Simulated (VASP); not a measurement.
Input:

```
CELL_PARAMETERS angstrom
      1.81030    -3.13552     0.00000
      1.81030     3.13552     0.00000
      0.00000     0.00000     5.76699
ATOMIC_POSITIONS crystal
  Zr 0.00000 0.00000 0.00000
  S  0.33333 0.66667 0.25011
  S  0.66667 0.33333 0.74989
```

Computed with optB86b-vdW, VASP's PBE PAW potentials (set 64) (plane waves; VASP). Numerical set-up: 520 eV cut-off, 7×7×4 Γ-centred mesh, Gaussian smearing of 0.050 eV, potentials Zr_sv S.

Question: The ions and cell shape at fixed volume are relaxed. What does this cell relax into?

Answer: 
```
CELL_PARAMETERS angstrom
      1.81850    -3.14973     0.00000
      1.81850     3.14973     0.00000
      0.00000     0.00000     5.71508
ATOMIC_POSITIONS crystal
  Zr 0.00000 0.00000 0.00000
  S  0.33333 0.66667 0.25607
  S  0.66667 0.33333 0.74393
```
Space group P-3m1 (164), at a tolerance of 0.03 Å.

Question: How much energy does the relaxation gain?

Answer: The energy (σ→0) changes by -4.5 meV/atom, in 6 ionic steps.

The compound is ZrS2 in the 1T layered structure. This cell is one point of a volume scan, at 0.97 of the reference volume. Symmetry was kept, so distortions that lower it aren't found.
